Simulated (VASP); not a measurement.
Crystal: Cd2TeO.

```xyz
4
Lattice="2.0000 1.1547 6.3000 -2.0000 1.1547 6.3000 0.0000 -2.3094 6.3000" Properties=species:S:1:pos:R:3 pbc="T T T"
Cd    0.0000    0.0000    4.3470
Cd    0.0000    0.0000   14.5530
Te    0.0000    0.0000    0.0000
O     0.0000    0.0000    9.4500
```

The cell was built by a generator and needn't be a form met in nature.

| Item | Value |
| --- | --- |
| Program | VASP 6.6.1 |
| Task | relaxation of cell and atoms |
| Functional | PBE |
| Potentials or basis | VASP PAW PBE potentials, release 64 (Cd, Te, O) |
| Cutoff | 520 eV |
| k mesh | 5 × 5 × 5 |
| Occupations | gaussian, width 0.15 eV |
| Spin | no spin polarisation |

At the start: pressure -3.6 GPa; volume 21.82 Å³/atom.

**Question.** Where does the relaxation end?

**Answer.** Over 10 steps the energy falls by 40.4 meV/atom and the volume is 20.58 Å³/atom (-5.7 %); space group R-3m (No. 166, to 0.05 Å).

Step by step:
```tsv
step	energy change (eV)	largest force (eV/Å)	pressure (GPa)	volume (Å³)
1	0.0000	0.2221	-3.58	87.30
2	-0.0865	0.2846	0.82	81.27
3	-0.0865	0.2921	0.96	81.30
4	-0.1161	0.1884	0.76	81.33
5	-0.1553	0.1735	0.83	81.25
6	-0.1558	0.1286	0.87	81.27
7	-0.1582	0.0623	-0.87	83.31
8	-0.1602	0.0925	-0.24	82.47
9	-0.1602	0.0975	-0.20	82.42
10	-0.1618	0.0151	-0.13	82.33
```

Final structure:
```
Cd Te O
1.0
     1.88661    1.08924    6.67697
    -1.88661    1.08924    6.67697
     0.00000   -2.17847    6.67697
Cd Te O
2 1 1
Direct
  0.22674 0.22674 0.22674
  0.77326 0.77326 0.77326
  0.00000 0.00000 0.00000
  0.50000 0.50000 0.50000
```

Caveat: the k mesh is coarse (spacing up to 0.37 Å⁻¹), so the values aren't converged.
